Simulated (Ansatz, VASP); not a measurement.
# H3C2N (liquid acetonitrile at 300 K) in two plane-wave programs

Aim: how closely do two programs agree when they are given the same cell, functional and k mesh? Of the first pair: The structure shown is the start of the Ansatz relaxation below; VASP solves that cell, so the two are compared at the walk's first step.

Method: plane waves, with VASP 6.6.1 beside it; single point at PBE with D3(BJ), in Ansatz 0.2.0.

## (1) Starting point

The cell holds 138 atoms: 46 C, 23 N and 69 H. Its edges and angles: a = 12.620 Å, b = 12.620 Å, c = 12.620 Å, α = 90.0°, β = 90.0°, γ = 90.0°. As first built, before any earlier steps moved the atoms (in the runner's words): 23 acetonitrile placed at random, at 0.78 g/cm^3; overlaps pushed apart, then 10 ps at 450 K with MMFF94 bonds, angles, torsions, charges and radii (Halgren, J. Comput. Chem. 17, 490 (1996)) in harmonic and 12-6 forms. Snapshot after 20 ps at 300 K and fixed volume.

## (2) Ansatz: relaxation, PBE with D3(BJ)

Ansatz runs on its default PAW (the set named soft_2) files.

The two programs are compared at the cell with which this relaxation starts, whose forces are those of its first step.

Input file input.yaml:

```yaml
crystal:
  lattice:
    - [12.62048, 0.0, 0.0]
    - [0.0, 12.62048, 0.0]
    - [0.0, 0.0, 12.62048]
  atoms:
    - { symbol: C, position: [0.22265, 0.44247, 0.06527] }
    - { symbol: C, position: [0.22999, 0.32811, 0.06701] }
    - { symbol: "N", position: [0.22203, 0.23513, 0.06638] }
    - { symbol: H, position: [0.28926, 0.4768, 0.11192] }
    - { symbol: H, position: [0.2239, 0.47246, 0.98223] }
    - { symbol: H, position: [0.14976, 0.46828, 0.09882] }
    - { symbol: C, position: [0.70733, 0.96413, 0.95191] }
    - { symbol: C, position: [0.75426, 0.91396, 0.86291] }
    - { symbol: "N", position: [0.78987, 0.87269, 0.78769] }
    - { symbol: H, position: [0.62688, 0.9273, 0.96776] }
    - { symbol: H, position: [0.76352, 0.95932, 0.01895] }
    - { symbol: H, position: [0.69634, 0.04873, 0.9373] }
    - { symbol: C, position: [0.66719, 0.53556, 0.27639] }
    - { symbol: C, position: [0.56622, 0.48387, 0.26362] }
    - { symbol: "N", position: [0.4793, 0.45526, 0.25416] }
    - { symbol: H, position: [0.72215, 0.47637, 0.29968] }
    - { symbol: H, position: [0.70019, 0.56535, 0.20519] }
    - { symbol: H, position: [0.6591, 0.60174, 0.33096] }
    - { symbol: C, position: [0.7625, 0.03668, 0.29285] }
    - { symbol: C, position: [0.73462, 0.9184, 0.2957] }
    - { symbol: "N", position: [0.70651, 0.83161, 0.29813] }
    - { symbol: H, position: [0.79797, 0.05865, 0.21533] }
    - { symbol: H, position: [0.69648, 0.08716, 0.31062] }
    - { symbol: H, position: [0.82118, 0.05845, 0.35009] }
    - { symbol: C, position: [0.83889, 0.45108, 0.82616] }
    - { symbol: C, position: [0.94298, 0.42789, 0.88657] }
    - { symbol: "N", position: [0.02545, 0.42215, 0.92827] }
    - { symbol: H, position: [0.7772, 0.39459, 0.84808] }
    - { symbol: H, position: [0.80799, 0.52907, 0.84409] }
    - { symbol: H, position: [0.85066, 0.44947, 0.73952] }
    - { symbol: C, position: [0.09008, 0.69096, 0.34866] }
    - { symbol: C, position: [0.02106, 0.62375, 0.28884] }
    - { symbol: "N", position: [0.95575, 0.56621, 0.25473] }
    - { symbol: H, position: [0.11969, 0.756, 0.3041] }
    - { symbol: H, position: [0.05864, 0.7175, 0.4235] }
    - { symbol: H, position: [0.1552, 0.64635, 0.3761] }
    - { symbol: C, position: [0.20362, 0.55147, 0.7348] }
    - { symbol: C, position: [0.12011, 0.59305, 0.66857] }
    - { symbol: "N", position: [0.04507, 0.61982, 0.62319] }
    - { symbol: H, position: [0.26028, 0.61199, 0.75778] }
    - { symbol: H, position: [0.16593, 0.53331, 0.80629] }
    - { symbol: H, position: [0.24052, 0.47153, 0.7125] }
    - { symbol: C, position: [0.26051, 0.06128, 0.5377] }
    - { symbol: C, position: [0.352, 0.99603, 0.50785] }
    - { symbol: "N", position: [0.41948, 0.93941, 0.48436] }
    - { symbol: H, position: [0.24346, 0.05104, 0.62086] }
    - { symbol: H, position: [0.2747, 0.14599, 0.51125] }
    - { symbol: H, position: [0.19466, 0.0318, 0.49361] }
    - { symbol: C, position: [0.02294, 0.66057, 0.02444] }
    - { symbol: C, position: [0.97626, 0.74705, 0.08172] }
    - { symbol: "N", position: [0.94224, 0.81746, 0.12928] }
    - { symbol: H, position: [0.02311, 0.66886, 0.94102] }
    - { symbol: H, position: [0.10556, 0.65422, 0.04713] }
    - { symbol: H, position: [0.98703, 0.5813, 0.03829] }
    - { symbol: C, position: [0.41766, 0.34547, 0.82102] }
    - { symbol: C, position: [0.43593, 0.23548, 0.79352] }
    - { symbol: "N", position: [0.4385, 0.14351, 0.78518] }
    - { symbol: H, position: [0.33596, 0.34597, 0.85805] }
    - { symbol: H, position: [0.4789, 0.37091, 0.87454] }
    - { symbol: H, position: [0.40815, 0.39473, 0.74945] }
    - { symbol: C, position: [0.86354, 0.77642, 0.58141] }
    - { symbol: C, position: [0.94128, 0.86221, 0.58076] }
    - { symbol: "N", position: [0.00133, 0.93309, 0.57961] }
    - { symbol: H, position: [0.78712, 0.82, 0.58041] }
    - { symbol: H, position: [0.87035, 0.74515, 0.50351] }
    - { symbol: H, position: [0.87555, 0.71976, 0.64069] }
    - { symbol: C, position: [0.4652, 0.21058, 0.18873] }
    - { symbol: C, position: [0.49369, 0.11406, 0.13574] }
    - { symbol: "N", position: [0.50354, 0.0305, 0.09583] }
    - { symbol: H, position: [0.39661, 0.19189, 0.24204] }
    - { symbol: H, position: [0.53082, 0.23386, 0.24333] }
    - { symbol: H, position: [0.43962, 0.27634, 0.13995] }
    - { symbol: C, position: [0.56514, 0.40576, 0.55913] }
    - { symbol: C, position: [0.66126, 0.47404, 0.55233] }
    - { symbol: "N", position: [0.72914, 0.53652, 0.54395] }
    - { symbol: H, position: [0.58118, 0.32197, 0.52348] }
    - { symbol: H, position: [0.54481, 0.38443, 0.63859] }
    - { symbol: H, position: [0.50239, 0.45028, 0.51006] }
    - { symbol: C, position: [0.68857, 0.05878, 0.59657] }
    - { symbol: C, position: [0.72825, 0.15296, 0.65667] }
    - { symbol: "N", position: [0.76524, 0.22928, 0.69043] }
    - { symbol: H, position: [0.75094, 0.00711, 0.5764] }
    - { symbol: H, position: [0.61772, 0.0139, 0.63481] }
    - { symbol: H, position: [0.65927, 0.08775, 0.52154] }
    - { symbol: C, position: [0.55773, 0.74668, 0.9013] }
    - { symbol: C, position: [0.53955, 0.64854, 0.8496] }
    - { symbol: "N", position: [0.52535, 0.56804, 0.81089] }
    - { symbol: H, position: [0.50272, 0.75528, 0.96617] }
    - { symbol: H, position: [0.6304, 0.75004, 0.94438] }
    - { symbol: H, position: [0.5546, 0.82116, 0.85567] }
    - { symbol: C, position: [0.06321, 0.00267, 0.23579] }
    - { symbol: C, position: [0.10666, 0.1011, 0.26446] }
    - { symbol: "N", position: [0.14584, 0.17304, 0.30629] }
    - { symbol: H, position: [0.05516, 0.9534, 0.30785] }
    - { symbol: H, position: [0.98422, 0.01558, 0.2169] }
    - { symbol: H, position: [0.10209, 0.96229, 0.17305] }
    - { symbol: C, position: [0.24297, 0.99958, 0.91704] }
    - { symbol: C, position: [0.25534, 0.88849, 0.8722] }
    - { symbol: "N", position: [0.27413, 0.80136, 0.84255] }
    - { symbol: H, position: [0.26456, 0.0634, 0.86426] }
    - { symbol: H, position: [0.16295, 0.00451, 0.9478] }
    - { symbol: H, position: [0.29132, 0.01079, 0.99204] }
    - { symbol: C, position: [0.50702, 0.71283, 0.58381] }
    - { symbol: C, position: [0.41421, 0.64918, 0.57447] }
    - { symbol: "N", position: [0.34443, 0.59889, 0.54728] }
    - { symbol: H, position: [0.56655, 0.67767, 0.63517] }
    - { symbol: H, position: [0.54454, 0.73696, 0.50825] }
    - { symbol: H, position: [0.48434, 0.78772, 0.62103] }
    - { symbol: C, position: [0.45078, 0.7844, 0.23653] }
    - { symbol: C, position: [0.35341, 0.72972, 0.21863] }
    - { symbol: "N", position: [0.26888, 0.69207, 0.20456] }
    - { symbol: H, position: [0.50482, 0.72988, 0.26866] }
    - { symbol: H, position: [0.48684, 0.81296, 0.16707] }
    - { symbol: H, position: [0.43607, 0.84453, 0.29372] }
    - { symbol: C, position: [0.92313, 0.28902, 0.16805] }
    - { symbol: C, position: [0.8157, 0.31607, 0.14007] }
    - { symbol: "N", position: [0.72873, 0.33247, 0.12192] }
    - { symbol: H, position: [0.91346, 0.23137, 0.23069] }
    - { symbol: H, position: [0.97306, 0.2481, 0.10126] }
    - { symbol: H, position: [0.97432, 0.34511, 0.20284] }
    - { symbol: C, position: [0.25123, 0.38842, 0.3732] }
    - { symbol: C, position: [0.28506, 0.35229, 0.48225] }
    - { symbol: "N", position: [0.31877, 0.31609, 0.5599] }
    - { symbol: H, position: [0.17284, 0.37571, 0.35744] }
    - { symbol: H, position: [0.26613, 0.4714, 0.36763] }
    - { symbol: H, position: [0.29078, 0.35024, 0.30933] }
    - { symbol: C, position: [0.98212, 0.34433, 0.52743] }
    - { symbol: C, position: [0.89833, 0.28811, 0.46159] }
    - { symbol: "N", position: [0.82639, 0.25281, 0.41692] }
    - { symbol: H, position: [0.95522, 0.41244, 0.57375] }
    - { symbol: H, position: [0.01688, 0.28251, 0.57865] }
    - { symbol: H, position: [0.04062, 0.37213, 0.47663] }
    - { symbol: C, position: [0.03822, 0.16775, 0.84376] }
    - { symbol: C, position: [0.96193, 0.13715, 0.92591] }
    - { symbol: "N", position: [0.90673, 0.10953, 0.99296] }
    - { symbol: H, position: [0.04278, 0.10038, 0.78632] }
    - { symbol: H, position: [0.01196, 0.23382, 0.79534] }
    - { symbol: H, position: [0.11691, 0.1826, 0.87931] }
kpoints:
  mp_grid: { grid: [1, 1, 1] }
hamiltonian:
  xc: pbe
  dispersion: d3bj
scf:
  occupations: { method: fixed }
output:
  forces: true
relax:
  f_tol: 0.03
  max_steps: 200
  cell: {}
```

The run is started by

```sh
ansatz run input.yaml --threads 4 --pin off --max-ram 8192MiB --backend cpu --events-out ev --progress --plain --runs-dir out
```

Numbers of over 12 decimals in the logs are rounded to 6 here.

Output:

```text
Engine: ansatz 0.2.0, aarch64-unknown-linux-gnu
Pseudopotentials: kind: paw
Pseudopotential: C, paw, valence charge 4, recommended cutoff 420 eV (normal), C.paw.azcp
Pseudopotential: N, paw, valence charge 5, recommended cutoff 420 eV (normal), N.paw.azcp
Pseudopotential: H, paw, valence charge 1, recommended cutoff 420 eV (normal), H.paw.azcp
Functional definition: PBE
  parameter kappa = 0.804
  parameter beta = 0.066725
  exchange = pbe_x(kappa = kappa, mu = beta*pi^2/3)
  correlation = pbe_c(beta = beta)
Crystal: 138 atoms, lattice volume = 2010.146 Å³
Basis set: ecut = 420 eV, 39127 PW (Γ), exchange–correlation on 180×180×180 points (8 copies of the dense FFT grid, shifted against one another)
Bands: 322, of which v1, the nominal top of the filled ones, is band 184 counted from 1 (183 counted from 0)
Symmetry: 1 space group operations
Space group: P1 (ITA 1), of the structure as read, at distance tolerance 1.3e-4 Å
k-points: 1
Non-local potential: C, projectors of the file, l = 0: 2, l = 1: 2, l = 2: 1
Non-local potential: N, projectors of the file, l = 0: 2, l = 1: 2, l = 2: 1
Non-local potential: H, projectors of the file, l = 0: 2, l = 1: 1
PAW form: soft (Blöchl's): semilocal exchange-correlation on the pseudo side does not see the compensation charge
PAW one-centre angular grid: C, 110 points (default); XC on 64 Gauss nodes
PAW one-centre angular grid: N, 110 points (default); XC on 64 Gauss nodes
PAW one-centre angular grid: H, 110 points (default); XC on 64 Gauss nodes
Initial density: superposition of atomic densities (neutral atoms: chi_scale 0, normalization atom), corrected by the library's trained network
Initial wavefunctions: pseudopotential atomic-orbital guess
Functional: x = pbe(κ = 0.804, μ = 0.219515), c = pbe(β = 0.066725)
SCF iter   1: F=—  HF=-21470.872007 eV  |F-HF|=—  |Δ(HF+E_count)|=         —  Δρ=3.48e-3  dr2=3.71e-1  ethr=1.77e-3  ⟨swp⟩=6.0  Hψ=986  notcnv=0  defer=133
preconditioner: auto → Resta (q_TF=auto, 2.056 Å⁻¹)  ε∞=2.2  [insulator: Δε(μ)=6.190 eV  Ē_g=14.312 eV  n_scr=304 (ndim 8)  ℏωp=15.9 eV  f_vac=0.279  ε∞_Penn≈2.2]
SCF iter   2: F=—  HF=-21470.918765 eV  |F-HF|=—  |Δ(HF+E_count)|=   4.68e-2  Δρ=2.13e-3  dr2=1.24e-1  ethr=1.01e-4  ⟨swp⟩=3.0  Hψ=522  notcnv=0  defer=136
SCF iter   3: F=—  HF=-21470.919805 eV  |F-HF|=—  |Δ(HF+E_count)|=   1.04e-3  Δρ=1.06e-3  dr2=4.32e-2  ethr=3.36e-5  ⟨swp⟩=4.0  Hψ=381  notcnv=0  defer=52
automatic band count: iteration 3 solves 238 bands in place of 322: the levels show a gap, and the empty bands left out lie too high to hold charge; the band table lists the bands solved (type scf.n_extra_bands for more)
SCF iter   4: F=—  HF=-21470.919221 eV  |F-HF|=—  |Δ(HF+E_count)|=   5.84e-4  Δρ=4.11e-4  dr2=4.61e-3  ethr=1.17e-5  ⟨swp⟩=4.0  Hψ=381  notcnv=0  defer=52
SCF iter   5: F=—  HF=-21470.918202 eV  |F-HF|=—  |Δ(HF+E_count)|=   1.02e-3  Δρ=1.75e-4  dr2=9.03e-4  ethr=1.25e-6  ⟨swp⟩=2.0  Hψ=436  notcnv=0  defer=52
SCF iter   6: F=—  HF=-21470.918196 eV  |F-HF|=—  |Δ(HF+E_count)|=   5.83e-6  Δρ=1.59e-4  dr2=6.03e-4  ethr=2.45e-7  ⟨swp⟩=2.0  Hψ=376  notcnv=0  defer=52
SCF iter   7: F=—  HF=-21470.918092 eV  |F-HF|=—  |Δ(HF+E_count)|=   1.04e-4  Δρ=3.93e-5  dr2=3.13e-5  ethr=1.64e-7  ⟨swp⟩=2.0  Hψ=373  notcnv=0  defer=51
SCF iter   8: F=—  HF=-21470.918329 eV  |F-HF|=—  |Δ(HF+E_count)|=   2.37e-4  Δρ=1.68e-5  dr2=7.30e-6  ethr=8.50e-9  ⟨swp⟩=2.0  Hψ=421  notcnv=0  defer=51
SCF iter   9: F=—  HF=-21470.918329 eV  |F-HF|=—  |Δ(HF+E_count)|=   4.30e-7  Δρ=8.32e-6  dr2=1.72e-6  ethr=1.98e-9  ⟨swp⟩=2.0  Hψ=373  notcnv=0  defer=51
SCF iter  10: F=—  HF=-21470.918329 eV  |F-HF|=—  |Δ(HF+E_count)|=   1.31e-7  Δρ=2.22e-6  dr2=1.18e-7  ethr=4.66e-10  ⟨swp⟩=2.0  Hψ=367  notcnv=0  defer=51
SCF iter  11: F=-21470.918329 eV  HF=-21470.918329 eV  |F-HF|=3.15e-8  |Δ(HF+E_count)|=   4.76e-8  Δρ=1.35e-6  dr2=4.60e-8  ethr=2.72e-11  ⟨swp⟩=4.0  Hψ=735  notcnv=0
SCF 1 converged in 11 iterations: F = -21470.918329 eV  dr2 = 4.60e-8
  greatest PAW one-centre occupation: 0.843 electrons in one spin orbital (limit 2), on the N atom at site 86 (counted from 0), in its partial waves of l = 0
relax step   1: F+E_penalty+E_count = -21470.91832871 eV  Δ(F+E_penalty+E_count) = +0.000e0 eV  max|allowed force component| = 3.292e0 eV/Å  Δτ_max = 0.0000 Å  P = +0.322 GPa  Ω = 2010.146 Å³  (11 SCF iters, dr2 threshold 1.00e-7 eV, accepted)
Crystal: 138 atoms, lattice volume = 1992.501 Å³
Basis set: ecut = 420 eV, 38903 PW (Γ), exchange–correlation on 180×180×180 points (8 copies of the dense FFT grid, shifted against one another)
Initial density: handed on by an earlier stage of this run
Initial wavefunctions: those handed on with the density
iter 1 solved again at ethr=7.99e-4 eV; its pass at ethr=3.10e-3 eV (dr2=2.94e0 eV) is discarded
[...]
- { symbol: C, position: [0.00165886, 0.595597, 0.298301] }
    - { symbol: N, position: [0.990104, 0.523547, 0.233345] }
    - { symbol: H, position: [-0.052618, 0.747488, 0.370685] }
    - { symbol: H, position: [0.012675, 0.640419, 0.461925] }
    - { symbol: H, position: [0.098502, 0.731023, 0.372704] }
    - { symbol: C, position: [0.221109, 0.555163, 0.768330] }
    - { symbol: C, position: [0.129454, 0.539860, 0.687950] }
    - { symbol: N, position: [0.055249, 0.527598, 0.624048] }
    - { symbol: H, position: [0.236006, 0.650233, 0.781410] }
    - { symbol: H, position: [0.197188, 0.509033, 0.845324] }
    - { symbol: H, position: [0.298673, 0.517309, 0.739994] }
    - { symbol: C, position: [0.236602, 0.065731, 0.561738] }
    - { symbol: C, position: [0.321064, 1.054980, 0.480362] }
    - { symbol: N, position: [0.388452, 1.046255, 0.414397] }
    - { symbol: H, position: [0.237225, -0.012135, 0.618702] }
    - { symbol: H, position: [0.255950, 0.146565, 0.606791] }
    - { symbol: H, position: [0.152119, 0.071167, 0.521522] }
    - { symbol: C, position: [0.014160, 0.715181, 0.000258621] }
    - { symbol: C, position: [0.900591, 0.734327, 0.034494] }
    - { symbol: N, position: [0.809014, 0.749186, 0.061839] }
    - { symbol: H, position: [0.033500, 0.774093, 0.929246] }
    - { symbol: H, position: [0.076231, 0.732747, 0.067191] }
    - { symbol: H, position: [1.020503, 0.622238, -0.021604] }
    - { symbol: C, position: [0.469414, 0.253253, 0.839714] }
    - { symbol: C, position: [0.463506, 0.139382, 0.789415] }
    - { symbol: N, position: [0.457525, 0.047394, 0.749674] }
    - { symbol: H, position: [0.400704, 0.256358, 0.897754] }
    - { symbol: H, position: [0.550986, 0.267057, 0.884282] }
    - { symbol: H, position: [0.458082, 0.324397, 0.776799] }
    - { symbol: C, position: [0.927251, 0.816286, 0.628702] }
    - { symbol: C, position: [0.944125, 0.912179, 0.548189] }
    - { symbol: N, position: [-0.041208, 0.989155, 0.483363] }
    - { symbol: H, position: [0.861562, 0.838396, 0.685290] }
    - { symbol: H, position: [0.898273, 0.734995, 0.588141] }
    - { symbol: H, position: [1.007568, 0.800880, 0.674392] }
    - { symbol: C, position: [0.493088, 0.215445, 0.206897] }
    - { symbol: C, position: [0.501749, 0.102778, 0.156116] }
    - { symbol: N, position: [0.509849, 0.012403, 0.115182] }
    - { symbol: H, position: [0.416643, 0.214317, 0.255356] }
    - { symbol: H, position: [0.567634, 0.231460, 0.261352] }
    - { symbol: H, position: [0.489932, 0.287168, 0.143713] }
    - { symbol: C, position: [0.600153, 0.440729, 0.566012] }
    - { symbol: C, position: [0.699829, 0.513207, 0.539337] }
    - { symbol: N, position: [0.780327, 0.570684, 0.518409] }
    - { symbol: H, position: [0.541764, 0.435961, 0.494550] }
    - { symbol: H, position: [0.625112, 0.350345, 0.590308] }
    - { symbol: H, position: [0.556828, 0.477958, 0.634079] }
    - { symbol: C, position: [0.649628, 0.049731, 0.552138] }
    - { symbol: C, position: [0.717161, 0.120615, 0.627302] }
    - { symbol: N, position: [0.770283, 0.179156, 0.687609] }
[...]
- { symbol: C, position: [0.530717, 0.690250, 0.986883] }
    - { symbol: C, position: [0.522867, 0.614867, 0.893784] }
    - { symbol: N, position: [0.515849, 0.554343, 0.819100] }
[...]
- { symbol: C, position: [0.143431, 0.012776, 0.235654] }
    - { symbol: C, position: [0.137216, 0.133697, 0.269437] }
    - { symbol: N, position: [0.132049, 0.230634, 0.296901] }
[...]
- { symbol: C, position: [0.290391, 0.943835, 0.958152] }
    - { symbol: C, position: [0.231601, 0.899097, 0.861995] }
    - { symbol: N, position: [0.182939, 0.862402, 0.785566] }
[...]
- { symbol: C, position: [0.474462, 0.776271, 0.611846] }
[...]
- { symbol: N, position: [0.275382, 0.743321, 0.515927] }
[...]
- { symbol: N, position: [0.242669, 0.734804, 0.181282] }
[...]
- { symbol: C, position: [0.894559, 0.268788, 0.126015] }
    - { symbol: C, position: [0.787174, 0.287067, 0.067985] }
    - { symbol: N, position: [0.700644, 0.302007, 0.021868] }
[...]
- { symbol: C, position: [0.261714, 0.466730, 0.416491] }
    - { symbol: C, position: [0.297875, 0.402265, 0.515577] }
    - { symbol: N, position: [0.327588, 0.351325, 0.595541] }
[...]
- { symbol: H, position: [0.232110, 0.553876, 0.437429] }
    - { symbol: H, position: [0.333135, 0.479829, 0.361482] }
    - { symbol: C, position: [0.939494, 0.304978, 0.477460] }
    - { symbol: C, position: [0.833228, 0.281542, 0.418771] }
    - { symbol: N, position: [0.748247, 0.262273, 0.370646] }
    - { symbol: H, position: [0.940151, 0.392408, 0.513780] }
    - { symbol: H, position: [-0.048855, 0.236060, 0.542424] }
    - { symbol: H, position: [0.00928028, 0.301895, 0.420675] }
    - { symbol: C, position: [0.039737, 0.144193, 0.804417] }
    - { symbol: C, position: [1.016627, 0.076828, 0.904870] }
    - { symbol: N, position: [0.997308, 0.023027, 0.985577] }
    - { symbol: H, position: [0.089274, 0.090794, 0.751735] }
    - { symbol: H, position: [-0.040749, 0.166685, 0.761756] }
    - { symbol: H, position: [0.087834, 0.226131, 0.823772] }
```

[end of part 1 of 2]

[Lines on the potential files, build, host, timing and source positions are cut from VASP's logs without a mark.]

[Logs are printed without paths, hosts, clocks, repeated set-up lines and the standing remarks that a program may print on its own settings, such as how far it seeks lower states.]

[Hosts, paths, dates, database ids (printed as entryN), source tags and the programs' standing remarks are cut or masked in the printed files.]

[The MMFF94 radii named for the starting cell were scaled by 0.96; in molecules described by MMFF94, hydrogen bound to N, O or S took a small fixed 12-6 site in their place.]
